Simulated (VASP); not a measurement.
Consider the following.

```
CELL_PARAMETERS angstrom
      3.78068     0.00000     0.00000
      0.00000     3.78068     0.00000
      0.00000     0.00000     3.78068
ATOMIC_POSITIONS crystal
  Cu 0.00000 0.50000 0.50000
  Cu 0.50000 0.00000 0.50000
  Cu 0.50000 0.50000 0.00000
  Au 0.00000 0.00000 0.00000
```

Level of theory: PBE GGA, VASP's PBE PAW potentials (set 64) (plane waves; VASP 6.6.1). Run with 520 eV cut-off, Gaussian smearing of 0.050 eV, potentials Cu Au.

Unless said otherwise, spin-orbit coupling is left out, though it shifts the bands of the heavy elements here.

**Question.** Estimate the band gap (along the path) with the smallest direct gap where there is one.

**Answer.** 
- band gap (along the path) = none (metal, semimetal or under 0.01 eV)

Only differences to runs with the same potentials and settings are physical.

The compound is Cu3Au in the L1_2 structure. It was relaxed first.
